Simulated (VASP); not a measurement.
# Zn (Zinc) under strain, part 2 of 2

How does the pressure of Zn (Zinc) answer to a change of volume? The bands are shown for each cell. All runs use r2SCAN. Left out of this account: 1 further run (self-consistent run: a reference on another mesh). The start is a cell from a database of measured crystal structures.

VASP 6.6.1; r2SCAN; plane waves and PAW (Zn).

So far, pressure (GPa): step 2 (bands, cell as listed) -5.42; step 3 (cell volume +4.0 %) -8.06; step 4 (cell volume +8.0 %) -9.68; step 5 (bands, sheared, principal strains -2.5, -0.0, +2.5 %) -4.63; step 6 (cell volume -4.0 %) -1.93.

**7. Bands, volume times 0.92 (continued)**

Electronic bands along the path, in eV, zero at the Fermi level; # counts the bands kept:

| point | #9 | #10 | #11 | #12 | #13 | #14 | #15 | #16 |
| --- | --- | --- | --- | --- | --- | --- | --- | --- |
| Γ | -7.68 | -7.44 | -7.44 | -4.16 | -2.96 | 15.27 | 18.90 | 19.69 |
| 0.53 of the way | -7.64 | -7.61 | -7.44 | -1.56 | -1.04 | 6.90 | 13.21 | 13.58 |
| M | -7.22 | -7.20 | -3.19 | -2.20 | 3.14 | 3.93 | 5.07 | 6.23 |
| 0.47 of the way | -7.40 | -7.36 | -2.35 | -1.65 | 3.78 | 4.61 | 5.37 | 6.67 |
| K | -7.55 | -7.55 | 0.12 | 0.22 | 0.22 | 5.55 | 6.91 | 6.91 |
| 0.53 of the way | -7.58 | -7.48 | -7.34 | -1.49 | -0.97 | 8.88 | 8.98 | 15.21 |
| Γ | -7.68 | -7.44 | -7.44 | -4.16 | -2.96 | 15.27 | 18.90 | 19.69 |
| 0.53 of the way | -7.63 | -7.47 | -7.47 | -6.78 | 0.75 | 10.25 | 20.18 | 20.18 |
| A | -7.54 | -7.54 | -7.54 | -7.54 | 5.21 | 5.21 | 21.20 | 21.20 |
| 0.53 of the way | -7.55 | -7.55 | -6.50 | -6.50 | 7.13 | 7.13 | 8.88 | 8.88 |
| L | -7.21 | -7.21 | -2.18 | -2.18 | 0.53 | 0.53 | 11.44 | 11.44 |
| 0.47 of the way | -7.42 | -7.42 | -1.29 | -1.29 | 0.92 | 0.92 | 8.29 | 8.29 |
| H | -7.45 | -7.45 | 1.00 | 1.00 | 1.97 | 1.97 | 2.95 | 2.95 |
| 0.47 of the way | -7.43 | -7.43 | -5.78 | -5.78 | 7.76 | 7.76 | 9.15 | 9.15 |
| A | -7.54 | -7.54 | -7.54 | -7.54 | 5.21 | 5.21 | 21.20 | 21.20 |
| jump to L | -7.21 | -7.21 | -2.18 | -2.18 | 0.53 | 0.53 | 11.44 | 11.44 |
| 0.47 of the way | -7.22 | -7.20 | -2.83 | -2.09 | 1.43 | 1.62 | 8.46 | 8.87 |
| M | -7.22 | -7.20 | -3.19 | -2.20 | 3.14 | 3.93 | 5.07 | 6.23 |
| jump to K | -7.55 | -7.55 | 0.12 | 0.22 | 0.22 | 5.55 | 6.91 | 6.91 |
| 0.47 of the way | -7.51 | -7.51 | 0.47 | 0.47 | 0.55 | 4.13 | 4.45 | 4.45 |
| H | -7.45 | -7.45 | 1.00 | 1.00 | 1.97 | 1.97 | 2.95 | 2.95 |

 The pressure is 2.39 GPa. The parabola predicted 2.72 GPa, +0.33 GPa off.

**8. Bands, atoms displaced by up to 0.07 Å**

The atoms are moved off their sites at random, as a crude picture of disorder.

INCAR

```
SYSTEM = Zn
PREC = Accurate
ENCUT = 400
EDIFF = 1E-06
NELM = 100
ISMEAR = -1
SIGMA = 0.05
LREAL = .FALSE.
ALGO = Normal
METAGGA = R2SCAN
LASPH = .TRUE.
NBANDS = 24
LORBIT = 11
LWAVE = .FALSE.
LCHARG = .FALSE.
KPAR = 2
```

POSCAR

```
Zn
1.0
    2.6648000000      0.0000000000      0.0000000000
   -1.3324000000      2.3077844960      0.0000000000
    0.0000000000      0.0000000000      4.9467000000
Zn
2
Direct
    0.3511080000      0.6973370000      0.2531790000
    0.6757650000      0.3564730000      0.7563920000
```

KPOINTS

```
Automatic mesh
0
Gamma
17 17 8
0 0 0
```

KPOINTS_OPT

```
Line mode
16
Line-mode
Reciprocal
  0.00000000   0.00000000   0.00000000 GAMMA
  0.50000000   0.00000000   0.00000000 M

  0.50000000   0.00000000   0.00000000 M
  0.33333333   0.33333333   0.00000000 K

  0.33333333   0.33333333   0.00000000 K
  0.00000000   0.00000000   0.00000000 GAMMA

  0.00000000   0.00000000   0.00000000 GAMMA
  0.00000000   0.00000000   0.50000000 A

  0.00000000   0.00000000   0.50000000 A
  0.50000000   0.00000000   0.50000000 L

  0.50000000   0.00000000   0.50000000 L
  0.33333333   0.33333333   0.50000000 H

  0.33333333   0.33333333   0.50000000 H
  0.00000000   0.00000000   0.50000000 A

  0.50000000   0.00000000   0.50000000 L
  0.50000000   0.00000000   0.00000000 M

  0.33333333   0.33333333   0.00000000 K
  0.33333333   0.33333333   0.50000000 H
```

The projector-augmented-wave data sets are Zn (PBE family, release 64).

Started as:

```sh
mpirun -np 2 vasp_std
```

It took 8 min on 2 MPI ranks of Intel Xeon 6975P-C (Granite Rapids), shared host; peak memory 1.6 GiB.

This step gave:

- irreducible k points: 1157
- symmetry operations: 2
- free energy (TOTEN): -17.76 eV
- energy at zero smearing: -17.76 eV
- Fermi energy: 2.918 eV
- pressure: -5.158 GPa

The electronic bands at the labelled points (eV, zero at the Fermi level; # counts the bands kept):

| point | #9 | #10 | #11 | #12 | #13 | #14 | #15 | #16 |
| --- | --- | --- | --- | --- | --- | --- | --- | --- |
| Γ | -7.54 | -7.34 | -7.33 | -3.73 | -3.07 | 14.44 | 17.97 | 18.45 |
| 0.47 of the way | -7.59 | -7.55 | -7.33 | -2.02 | -1.48 | 7.94 | 13.42 | 13.80 |
| M | -7.14 | -7.12 | -2.95 | -2.16 | 2.83 | 3.76 | 4.53 | 6.08 |
| 0.47 of the way | -7.29 | -7.26 | -2.18 | -1.65 | 3.44 | 4.40 | 4.90 | 6.21 |
| K | -7.44 | -7.43 | 0.12 | 0.12 | 0.18 | 5.24 | 6.55 | 6.60 |
| 0.53 of the way | -7.45 | -7.37 | -7.20 | -1.60 | -0.82 | 8.31 | 8.53 | 14.27 |
| Γ | -7.54 | -7.34 | -7.33 | -3.73 | -3.07 | 14.44 | 17.97 | 18.45 |
| 0.53 of the way | -7.50 | -7.36 | -7.36 | -6.45 | 0.66 | 9.69 | 18.91 | 18.97 |
| A | -7.43 | -7.43 | -7.42 | -7.42 | 4.84 | 4.96 | 19.84 | 19.85 |
| 0.53 of the way | -7.43 | -7.42 | -6.29 | -6.23 | 6.69 | 6.77 | 8.32 | 8.40 |
| L | -7.13 | -7.13 | -1.93 | -1.92 | 0.28 | 0.29 | 10.83 | 10.89 |
| 0.53 of the way | -7.33 | -7.33 | -0.89 | -0.88 | 0.79 | 0.80 | 6.97 | 7.05 |
| H | -7.35 | -7.35 | 0.99 | 0.99 | 1.88 | 1.96 | 2.53 | 2.53 |
| 0.53 of the way | -7.38 | -7.38 | -6.19 | -6.13 | 6.86 | 6.95 | 9.90 | 9.97 |
| A | -7.43 | -7.43 | -7.42 | -7.42 | 4.84 | 4.96 | 19.84 | 19.85 |
| jump to L | -7.13 | -7.13 | -1.93 | -1.92 | 0.28 | 0.29 | 10.83 | 10.89 |
| 0.47 of the way | -7.14 | -7.13 | -2.57 | -1.98 | 1.23 | 1.38 | 7.91 | 8.51 |
| M | -7.14 | -7.12 | -2.95 | -2.16 | 2.83 | 3.76 | 4.53 | 6.08 |
| jump to K | -7.44 | -7.43 | 0.12 | 0.12 | 0.18 | 5.24 | 6.55 | 6.60 |
| 0.47 of the way | -7.40 | -7.39 | 0.39 | 0.40 | 0.58 | 3.94 | 4.05 | 4.07 |
| H | -7.35 | -7.35 | 0.99 | 0.99 | 1.88 | 1.96 | 2.53 | 2.53 |

 The pressure is -5.16 GPa, and the symmetry operations fall from 24 to 2.

**9. Side by side**

```
                                         cell     mesh  pressure (GPa)  gap (eV)
                               cell as listed  17×17×8           -5.42      none
                            volume times 1.04  17×17×8           -8.06      none
                            volume times 1.08  17×17×8           -9.68      none
sheared, principal strains -2.5, -0.0, +2.5 %  17×17×8           -4.63      none
                            volume times 0.96  17×17×8           -1.93      none
                            volume times 0.92  17×17×8            2.39      none
              atoms displaced by up to 0.07 Å  17×17×8           -5.16      none
```

**10. Outcome**

| Item | Value |
| --- | --- |
| pressure, cell as listed | -5.42 GPa |
| pressure, volume times 1.04 | -8.06 GPa |
| pressure, volume times 1.08 | -9.68 GPa |
| pressure, sheared, principal strains -2.5, -0.0, +2.5 % | -4.63 GPa |
| pressure, volume times 0.96 | -1.93 GPa |
| pressure, volume times 0.92 | 2.39 GPa |
| pressure, atoms displaced by up to 0.07 Å | -5.16 GPa |
| bulk modulus at the listed volume, shape and positions held | 74.2 GPa |

In words: The slope of pressure against ln V at the listed volume gives a bulk modulus of 74.2 GPa at fixed shape and positions (not that of equilibrium, since the cell bears -5.4 GPa there).

[Lines on the potential files, build, host, timing and source positions are cut from VASP's logs without a mark.]

[Logs are printed without paths, hosts, clocks, repeated set-up lines and the standing remarks that a program may print on its own settings, such as how far it seeks lower states.]

[Hosts, paths, dates, database ids (printed as entryN), source tags and the programs' standing remarks are cut or masked in the printed files.]

[A measured line is paired with the nearest computed mode of its activity, which favours agreement.]
